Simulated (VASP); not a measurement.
NaRh: single point with PBE

Crystal: NaRh.

```
Rh Na
1.0
     3.21656    0.00000    0.00000
     0.00000    3.21656    0.00000
     0.00000    0.00000    3.21656
Rh Na
1 1
Direct
  0.50000 0.50000 0.50000
  0.00000 0.00000 0.00000
```

The cell was built by a generator and needn't be a form met in nature.

```yaml
Program: VASP 6.6.1
Task: single point
Functional: PBE
Potentials_or_basis: VASP PAW PBE potentials, release 64 (Rh_pv, Na_pv)
Cutoff: 520 eV
k_mesh: 6 × 6 × 6
Occupations: tetrahedron
Spin: no spin polarisation
Dipole_correction: no
Further_INCAR_settings: ALGO = Normal; EDIFF = 1e-06; NBANDS = 18
```

* Pressure: 3.0 GPa
* Band gap on the k mesh: none (metal or under the smearing width)

Levels at points of the mesh, in eV from the Fermi level:
| k point | band 7 | band 8 | band 9 | band 10 | band 11 | band 12 | band 13 | band 14 | band 15 | band 16 |
| --- | --- | --- | --- | --- | --- | --- | --- | --- | --- | --- |
| (0.00, 0.00, 0.00) | -4.59 | -2.11 | -2.11 | 0.09 | 0.09 | 0.09 | 10.16 | 10.16 | 10.16 | 12.40 |
| (0.50, 0.00, 0.00) | -2.51 | -1.77 | -0.61 | -0.61 | 0.01 | 0.18 | 2.06 | 10.89 | 12.44 | 12.44 |
| (0.50, 0.50, 0.00) | -2.28 | -1.79 | -0.58 | -0.58 | 0.76 | 2.78 | 2.78 | 4.65 | 9.18 | 15.94 |
| (0.50, 0.50, 0.50) | -1.79 | -1.79 | -1.79 | 0.80 | 0.80 | 5.31 | 5.31 | 5.31 | 9.40 | 10.77 |

It took 6.9 s on 1 thread of Intel(R) Xeon(R) Platinum 8375C CPU @ 2.90GHz (Ice Lake), on a shared host, peak memory 0.14 GiB.

Caveat: tetrahedron occupations give inexact forces and stress in metals.
